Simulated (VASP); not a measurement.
An input for Ansatz (written as the equivalent of a VASP run, and not itself run):

Ansatz 0.2 input:
```yaml
crystal:
  lattice:
    - [0.0000000, 2.2832872, 2.2832872]
    - [2.2832872, 0.0000000, 2.2832872]
    - [2.2832872, 2.2832872, 0.0000000]
  atoms:
    - { symbol: Zr, position: [0.0000000, 0.0000000, 0.0000000] }
    - { symbol: N, position: [0.5000000, 0.5000000, 0.5000000] }
kpoints:
  mp_grid: { grid: [14, 14, 14] }
hamiltonian:
  xc: pbe
  pseudopotentials: { kind: paw }
scf:
  occupations: { method: methfessel_paxton, width: 0.1 }
  max_iter: 100
relax:
  max_steps: 40
  f_tol: 0.02
  cell: { p_target: 10 }
output: { forces: true, stress: true, eigenvalues: true }
```

### Question
Write the VASP files for the same calculation (PBE).

### Answer
This is not unique; one that fits is 
### INCAR
```
# general
SYSTEM =ZrN
PREC   =Accurate
ENCUT  =620   # plane-wave cut-off (eV)
LREAL  =.FALSE.   # projection in real space or not
LASPH  =.TRUE.   # aspherical one-centre terms

# electronic loop
EDIFF  =1E-6
NELM   =100
ALGO   =Normal   # blocked Davidson
LMAXMIX=4

# smearing
ISMEAR =1
SIGMA  =0.1

# functional
GGA    =PE   # PBE

# ions
IBRION =2   # conjugate gradients
NSW    =40   # most ionic steps
ISIF   =3
EDIFFG =-0.02
PSTRESS=100

# output
LWAVE  =.FALSE.
LCHARG =.FALSE.
```

POSCAR:
```
ZrN
1
    0.0000000000     2.2832871665     2.2832871665
    2.2832871665     0.0000000000     2.2832871665
    2.2832871665     2.2832871665     0.0000000000
Zr N
1 1
Direct
  0.0000000000   0.0000000000   0.0000000000
  0.5000000000   0.5000000000   0.5000000000
```

File KPOINTS:
```
Automatic mesh
0
Gamma
14 14 14
0 0 0
```

POTCAR, in this order: Zr_sv N (PBE.64 set). Program: vasp_std.

The two are equivalent in intent, not identical: each code has its own PAW files, so the cut-off isn't converted (ENCUT is set for VASP's; basis.ecutwfc is left out, and Ansatz then takes the one that its files recommend); Ansatz stops its SCF on the density residual and VASP on the energy change (EDIFF).

The compound is ZrN in the rock salt structure. This run relaxes it under an external pressure of 10 GPa. Symmetry was kept, so distortions that lower it aren't found.
